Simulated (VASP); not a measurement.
Data:

```
CsI
1.0
    0.00000     3.82251     3.82251
    3.82251     0.00000     3.82251
    3.82251     3.82251     0.00000
Cs I
1 1
Cartesian
  0.00000   0.00000   0.00000
  3.82251   3.82251   3.82251
```

All values below come from PBEsol GGA with spin-orbit coupling, VASP's PBE PAW potentials (set 64) (plane waves; VASP 6.6.1). Settings: 400 eV cut-off, 6×6×6 Γ-centred mesh, Gaussian smearing of 0.050 eV, potentials Cs_sv I.

Task: Predict the energy per atom (σ→0), band gap (over mesh and band path) with the smallest direct gap where there is one.

Result: 
The band gap (over mesh and band path) is 3.58 eV and the smallest direct gap (over mesh and band path) is 3.58 eV. The energy per atom (σ→0) comes out as -3.029 eV/atom.

The structure comes from a computed database's CsI entry (Fm-3m); how it stands against other phases isn't given here. It was relaxed first, which changed the volume by -6 %.
